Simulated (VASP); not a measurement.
Wanted: the native input for a VASP 6.6.1 run.

- Task: relaxation of cell and atoms
- Functional: PBE
- Dispersion: D2
- Potentials or basis: VASP PAW PBE potentials, release 64 (Mo_sv, I)
- Cutoff: 600 eV
- k mesh: 7 × 7 × 5
- Occupations: fermi-dirac, width 0.05 eV
- Spin: no spin polarisation
- Further INCAR settings: ALGO = Normal; EDIFF = 1e-06; IBRION = 2; EDIFFG = -0.005; NSW = 40; ISIF = 3

The structure of MoI lies in POSCAR:

```
MoI
1.0
    3.6232628200      0.0000000000      0.0000000000
    0.0000000000      3.6232628200      0.0000000000
    0.0000000000      0.0000000000      5.0420814100
Mo I
1 1
Direct
    0.5000000000      0.5000000000      0.5000000000
    0.0000000000      0.0000000000      0.5000000000
```

The cell was built by a generator and needn't be a form met in nature.

These files were run (other wordings do the same):

INCAR

```
ALGO = Normal ; EDIFF = 1E-6
EDIFFG = -0.005 ; ENCUT = 600
GGA = PE ; IBRION = 2
ISIF = 3 ; ISMEAR = -1
IVDW = 1 ; LASPH = True
LCHARG = False ; LREAL = False
LWAVE = False ; NELM = 100
NSW = 40 ; PREC = Accurate
SIGMA = 0.05
```

KPOINTS

```
k-points
0
Gamma
  7 7 5
```

Potentials or basis: VASP PAW PBE potentials, release 64 (Mo_sv, I).

Run with:

```bash
$ cat potpaw_PBE.64/Mo_sv/POTCAR potpaw_PBE.64/I/POTCAR > POTCAR
$ mpirun -np 1 vasp_std > vasp.out
```

Results of the run:

* Relaxed volume: 22.76 Å³/atom
* Relaxed cell: a = 3.835 Å, b = 3.835 Å, c = 3.096 Å, α = 90.00°, β = 90.00°, γ = 90.00°
* Space group after relaxing (to 0.05 Å): P4/mmm (No. 123)
* Energy gained by relaxing: 930.7 meV/atom
* Ionic steps: 19
* Pressure after relaxing: 0.0 GPa
* Band gap on the k mesh: none (metal or under the smearing width)
* Dispersion energy per atom: -0.506 eV

Caveat: atom-pairwise D2, TS and ULG terms overbind metals; the volume moved by over 15 % at a fixed basis, so the end points are rough; an odd number of electrons without spin polarisation forces a metal; a magnetic or distorted state may lie lower.

Wall time 5 min on 1 thread of Intel(R) Xeon(R) Platinum 8488C (Sapphire Rapids) (shared host), peak memory 0.22 GiB.
